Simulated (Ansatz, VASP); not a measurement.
# SiO2: VASP beside Ansatz

Aim: how closely do two programs agree when they are given the same cell, functional and k mesh? The cell is taken from a series of runs on this material, whose earlier steps may have relaxed, scaled, displaced or heated it; both programs get it as it stands.

Calculated with Ansatz 0.2.0; plane waves, with VASP 6.6.1 beside it; G0W0 gap at LDA.

## (1) The structure

Symmetry: I-42d, No. 122, tetragonal system. Conventional cell: a = 4.558 Å, b = 4.558 Å, c = 7.488 Å, α = 90.00°, β = 90.00°, γ = 90.00°. Nearest to Si lie 4 O at 1.61 Å. Nearest to O lie 2 Si at 1.61 Å. Farther neighbours and most contacts between anions are not listed.

As a file:

```
Si O
1.0
    -2.27909    2.27909    3.74400
     2.27909   -2.27909    3.74400
     2.27909    2.27909   -3.74400
Si O
2 4
Direct
  0.00000 0.00000 0.00000
  0.75000 0.25000 0.50000
  0.01671 0.62500 0.89171
  0.37500 0.26671 0.39171
  0.73329 0.12500 0.10829
  0.87500 0.98329 0.60829
```

## (2) VASP: G0W0 gap, LDA

Quasiparticle shifts depend on high empty states and on the cores, so they are the hardest test of two PAW sets.

Lines of VASP's logs that name or quote its potential files are left out, and so is its time.

The run reads the wave functions of an earlier VASP run, which isn't shown here.

Input file INCAR:

```
SYSTEM = SiO2
PREC = Accurate
ENCUT = 440
ISMEAR = 0
SIGMA = 0.01
LREAL = .FALSE.
GGA = CA
NBANDS = 333
ALGO = EVGW0
NELMGW = 1
ENCUTGW = 140
NOMEGA = 64
PRECFOCK = Fast
NBANDSGW = 24
LWAVE = .FALSE.
LCHARG = .FALSE.
```

Input file POSCAR:

```
SiO2
1.0
   -2.2790880000      2.2790880000      3.7440000000
    2.2790880000     -2.2790880000      3.7440000000
    2.2790880000      2.2790880000     -3.7440000000
Si O
2 4
Direct
    0.0000000000      0.0000000000      0.0000000000
    0.7500000000      0.2500000000      0.5000000000
    0.0167075537      0.6250000000      0.8917075537
    0.3750000000      0.2667075537      0.3917075537
    0.7332924463      0.1250000000      0.1082924463
    0.8750000000      0.9832924463      0.6082924463
```

Input file KPOINTS:

```
Automatic mesh
0
Gamma
4 4 4
0 0 0
```

The projector-augmented-wave data sets are Si_GW and O_GW (LDA family, release 64).

Command:

```bash
> export OMP_NUM_THREADS=3
> mpirun -np 1 vasp_std
```

Numbers of over 12 decimals in the logs are rounded to 6 here.

The program printed:

```text
[banner, memory and clock lines left out]
running    1 mpi-ranks, on    1 nodes
 distrk:  each k-point on    1 cores,    1 groups
 distr:  one band on    1 cores,    1 groups
 Offloading initialized ...    1 GPUs detected
 POSCAR found type information on POSCAR SiO
 POSCAR found :  2 types and       6 ions
|                                                                             |
|           W    W    AA    RRRRR   N    N  II  N    N   GGGG   !!!           |
|           W    W   A  A   R    R  NN   N  II  NN   N  G    G  !!!           |
|           W    W  A    A  R    R  N N  N  II  N N  N  G       !!!           |
|           W WW W  AAAAAA  RRRRR   N  N N  II  N  N N  G  GGG   !            |
|           WW  WW  A    A  R   R   N   NN  II  N   NN  G    G                |
|           W    W  A    A  R    R  N    N  II  N    N   GGGG   !!!           |
|                                                                             |
|     The default for ENCUTGWSOFT is different in this version of VASP.       |
|     please manually set ENCUTGWSOFT =140 in the INCAR file.                 |
|                                                                             |

 LDA part: xc-table for (Slater(with rela. corr.)+CA(PZ))
 , standard interpolation
 found WAVECAR, reading the header
 POSCAR, INCAR and KPOINTS ok, starting setup
 FFT: planning ... GRIDC
 FFT: planning ... GRID_SOFT
 FFT: planning ... GRID
 reading WAVECAR
 the WAVECAR file was read successfully
 initial charge from wavefunction
 available memory per node:   1683.59 GB, setting MAXMEM to   1723999

 The Fermi energy was updated, please check that it is located mid-gap
 values below the HOMO (VB) or above the LUMO (CB) will cause erroneous energies
 E-fermi :   3.0269

 calculate exact exchange contribution
 the WAVEDER file was read successfully
energies w=
    0.000    0.000    0.580    0.000    1.158    0.000    1.734    0.000
    2.307    0.000    2.874    0.000    3.435    0.000    3.991    0.000
    4.539    0.000    5.079    0.000    5.613    0.000    6.138    0.000
    6.657    0.000    7.169    0.000    7.674    0.000    8.173    0.000
    8.668    0.000    9.157    0.000    9.643    0.000   10.127    0.000
   10.608    0.000   11.089    0.000   11.570    0.000   12.052    0.000
   12.537    0.000   13.026    0.000   13.520    0.000   14.021    0.000
   14.530    0.000   15.048    0.000   15.579    0.000   16.123    0.000
   16.682    0.000   17.260    0.000   17.858    0.000   18.481    0.000
   19.130    0.000   19.810    0.000   20.526    0.000   21.281    0.000
   22.083    0.000   22.938    0.000   23.853    0.000   24.837    0.000
   25.903    0.000   27.062    0.000   28.332    0.000   29.732    0.000
   31.285    0.000   33.023    0.000   34.983    0.000   37.214    0.000
   39.780    0.000   42.766    0.000   46.287    0.000   50.503    0.000
   55.642    0.000   62.044    0.000   70.237    0.000   81.083    0.000
   96.100    0.000  118.231    0.000  154.022    0.000  221.580    0.000
 responsefunction array rank=     320
 LDA part: xc-table for (Slater(with rela. corr.)+CA(PZ))
 , standard interpolation

 min. memory requirement per mpi rank   1097.3 MB, per node   1097.3 MB

 allocating  64 responsefunctions rank=   320
 shmem allocating  64 responsefunctions rank=   320
 response function shared by NCSHMEM nodes    1
 Doing            64  frequencies on each core in blocks of            64
NQ=   1    0.0000    0.0000    0.0000,
|.........|.........|.........|.........|.........|.........|.........|.........
 performed        857000 updates of chi_q(r,r)
 total number of BLAS operations        580.58 Gflops
NQ=   2    0.2500    0.0000    0.0000,
|.........|.........|.........|.........|.........|.........|.........|.........
 performed       2401000 updates of chi_q(r,r)
 total number of BLAS operations       1670.36 Gflops
NQ=   3    0.5000    0.0000    0.0000,
|.........|.........|.........|.........|.........|.........|.........|.........
 performed       3673000 updates of chi_q(r,r)
 total number of BLAS operations       2562.36 Gflops
NQ=   4    0.2500    0.2500    0.0000,
|.........|.........|.........|.........|.........|.........|.........|.........
 performed       5089000 updates of chi_q(r,r)
 total number of BLAS operations       3561.90 Gflops
NQ=   5    0.5000    0.2500    0.0000,
|.........|.........|.........|.........|.........|.........|.........|.........
 performed       6761000 updates of chi_q(r,r)
 total number of BLAS operations       4679.21 Gflops
NQ=   6   -0.2500    0.2500    0.0000,
|.........|.........|.........|.........|.........|.........|.........|.........
 performed       8049000 updates of chi_q(r,r)
 total number of BLAS operations       5558.16 Gflops
NQ=   7    0.5000    0.5000    0.0000,
|.........|.........|.........|.........|.........|.........|.........|.........
 performed       9065000 updates of chi_q(r,r)
 total number of BLAS operations       6242.30 Gflops
NQ=   8    0.2500    0.2500    0.2500,
|.........|.........|.........|.........|.........|.........|.........|.........
 performed       9969000 updates of chi_q(r,r)
 total number of BLAS operations       6859.58 Gflops
NQ=   9   -0.2500    0.2500    0.2500,
|.........|.........|.........|.........|.........|.........|.........|.........
 performed      11257000 updates of chi_q(r,r)
 total number of BLAS operations       7702.79 Gflops
NQ=  10    0.5000    0.5000    0.2500,
|.........|.........|.........|.........|.........|.........|.........|.........
 performed      12545000 updates of chi_q(r,r)
 total number of BLAS operations       8569.74 Gflops
NQ=  11   -0.2500    0.5000    0.2500,
|.........|.........|.........|.........|.........|.........|.........|.........
 performed      14089000 updates of chi_q(r,r)
 total number of BLAS operations       9644.89 Gflops
NQ=  12   -0.2500   -0.2500    0.2500,
|.........|.........|.........|.........|.........|.........|.........|.........
 performed      15121000 updates of chi_q(r,r)
 total number of BLAS operations      10363.95 Gflops
NQ=  13    0.5000    0.5000    0.5000,
|.........|.........|.........|.........|.........|.........|.........|.........
 performed      15978000 updates of chi_q(r,r)
 total number of BLAS operations      11066.01 Gflops
 resolving degeneracies of screened two electron integrals

 calculate QP shifts <psi_nk| G(iteration)W_0 |psi_nk>: iteration 1
 entering main loop
```

Parts of OUTCAR (step 2):

```text
ion  position               nearest neighbor table
   1  0.000  0.000  0.000-   3 1.61   4 1.61   5 1.61   6 1.61   2 2.95   2 2.95   2 2.95   2 2.95

  LATTYP: Found a body centered tetragonal cell.
 ALAT       =     4.5581760000
 C/A-ratio  =     1.6427623681

 Subroutine GETGRP returns: Found  8 space group operations
 (whereof  4 operations were pure point group operations)

The static configuration has the point symmetry S_4 .
 The point group associated with its full space group is D_2d.

 Found     13 irreducible k-points:

   k-points           NKPTS =     13   k-points in BZ     NKDIM =     64   number of bands    NBANDS=    333

   dimension x,y,z NGX =    36 NGY =   36 NGZ =   36
   dimension x,y,z NGXF=    72 NGYF=   72 NGZF=   72

   ENCUT  =  440.0 eV  32.34 Ry    5.69 a.u.   8.45  8.45  8.45*2*pi/ulx,y,z

   NELECT =      32.0000    total number of electrons

  energy-cutoff  :      440.00
  volume of cell :       77.79
      direct lattice vectors                 reciprocal lattice vectors
    -2.279088000  2.279088000  3.744000000     0.000000000  0.219386000  0.133547009
     2.279088000 -2.279088000  3.744000000     0.219386000  0.000000000  0.133547009
     2.279088000  2.279088000 -3.744000000     0.219386000  0.219386000  0.000000000

 k-points in reciprocal lattice and weights: Automatic mesh
   0.00000000  0.00000000  0.00000000       0.016
   0.25000000  0.00000000  0.00000000       0.125
   0.50000000  0.00000000  0.00000000       0.063
   0.25000000  0.25000000  0.00000000       0.125
   0.50000000  0.25000000  0.00000000       0.250
  -0.25000000  0.25000000  0.00000000       0.063
   0.50000000  0.50000000  0.00000000       0.031
   0.25000000  0.25000000  0.25000000       0.031
  -0.25000000  0.25000000  0.25000000       0.063
   0.50000000  0.50000000  0.25000000       0.063
  -0.25000000  0.50000000  0.25000000       0.125
  -0.25000000 -0.25000000  0.25000000       0.031
   0.50000000  0.50000000  0.50000000       0.016

 E-fermi :   3.0269

 QP shifts <psi_nk| G(iteration)W_0 |psi_nk>: iteration 1
 for sc-GW calculations column KS-energies equals QP-energies in previous step
 and V_xc(KS)=  KS-energies - (<T + V_ion + V_H > + <T+V_H+V_ion>^1  + <V_x>^1)
 k-point   1 :       0.0000    0.0000    0.0000
  band No.  KS-energies  QP-energies   sigma(KS)   V_xc(KS)     V^pw_x(r,r')   Z            occupation Imag(sigma)
    ...
     13      -1.2561      -2.9789     -21.2742     -19.1230     -24.9582       0.8009       2.0000       0.0613
     14      -1.2318      -2.9577     -21.3242     -19.1699     -25.0312       0.8012       2.0000       0.0610
     15      -0.0469      -1.7457     -21.4116     -19.2923     -25.1582       0.8016       2.0000       0.0579
     16      -0.0469      -1.7457     -21.4116     -19.2923     -25.1582       0.8016       2.0000       0.0579
     17       6.0863       7.5769      -9.3974     -11.1305      -6.1819       0.8600       0.0000      -0.0430
     18       8.3222      10.0503      -8.0713     -10.0783      -4.4609       0.8610       0.0000      -0.0524
     19      11.1440      13.2184      -9.9166     -12.3914      -6.1153       0.8383       0.0000      -0.0623
     20      11.1440      13.2184      -9.9166     -12.3914      -6.1153       0.8383       0.0000      -0.0623
    ...

 k-point   2 :       0.2500    0.0000    0.0000
  band No.  KS-energies  QP-energies   sigma(KS)   V_xc(KS)     V^pw_x(r,r')   Z            occupation Imag(sigma)
    ...
     13      -1.2468      -2.9993     -21.2040     -19.0120     -24.9477       0.7995       2.0000       0.0621
     14      -0.9678      -2.7251     -21.1968     -18.9954     -24.9632       0.7982       2.0000       0.0614
     15      -0.1458      -1.8558     -21.2384     -19.1015     -24.9723       0.8002       2.0000       0.0579
     16      -0.0649      -1.7474     -21.5688     -19.4680     -25.3279       0.8009       2.0000       0.0584
     17       7.0916       8.7194      -9.9935     -11.8912      -6.7605       0.8578       0.0000      -0.0454
     18       9.0207      10.8340      -8.6017     -10.7223      -4.9640       0.8551       0.0000      -0.0533
     19      10.2298      12.2140      -9.4392     -11.7830      -5.6355       0.8466       0.0000      -0.0578
     20      10.6473      12.7560     -10.2902     -12.8078      -6.4655       0.8375       0.0000      -0.0606
    ...

 k-point   3 :       0.5000    0.0000    0.0000
  band No.  KS-energies  QP-energies   sigma(KS)   V_xc(KS)     V^pw_x(r,r')   Z            occupation Imag(sigma)
    ...
     13      -1.2189      -3.0280     -20.8906     -18.6186     -24.7075       0.7963       2.0000       0.0639
     14      -0.6671      -2.3973     -21.3674     -19.2036     -25.1295       0.7996       2.0000       0.0604
     15      -0.2444      -1.9605     -21.0990     -18.9521     -24.8179       0.7993       2.0000       0.0581
     16      -0.1727      -1.8410     -21.7198     -19.6335     -25.4823       0.7997       2.0000       0.0591
     17       8.5952      10.5013     -10.6623     -12.9116      -7.0232       0.8474       0.0000      -0.0531
     18       9.2427      11.0100      -9.1722     -11.2444      -5.7958       0.8529       0.0000      -0.0507
     19      10.0357      11.8997      -8.9875     -11.1823      -5.3735       0.8493       0.0000      -0.0552
     20      10.1160      12.2080     -10.5297     -13.0232      -6.8421       0.8389       0.0000      -0.0568
    ...

 k-point   4 :       0.2500    0.2500    0.0000
  band No.  KS-energies  QP-energies   sigma(KS)   V_xc(KS)     V^pw_x(r,r')   Z            occupation Imag(sigma)
    ...
     13      -1.1499      -2.9405     -20.8145     -18.5705     -24.5478       0.7979       2.0000       0.0624
     14      -0.9067      -2.6417     -21.3442     -19.1732     -25.0967       0.7991       2.0000       0.0611
     15      -0.1769      -1.8702     -21.4870     -19.3680     -25.2510       0.7991       2.0000       0.0588
     16      -0.1208      -1.8128     -21.4721     -19.3587     -25.2261       0.8006       2.0000       0.0583
     17       8.2312      10.0092     -10.3324     -12.4194      -6.9495       0.8519       0.0000      -0.0490
     18       9.5615      11.4323      -9.0274     -11.2250      -5.3932       0.8513       0.0000      -0.0542
     19       9.9019      11.8975      -9.7339     -12.0966      -5.9736       0.8446       0.0000      -0.0568
     20       9.9550      11.9312      -9.8649     -12.2044      -6.2213       0.8447       0.0000      -0.0557
    ...

[... 4 further parts left out ...]
```

[end of part 1 of 2]

[Lines on the potential files, build, host, timing and source positions are cut from VASP's logs without a mark.]

[Logs are printed without paths, hosts, clocks, repeated set-up lines and the standing remarks that a program may print on its own settings, such as how far it seeks lower states.]

[Hosts, paths, dates, database ids (printed as entryN), source tags and the programs' standing remarks are cut or masked in the printed files.]
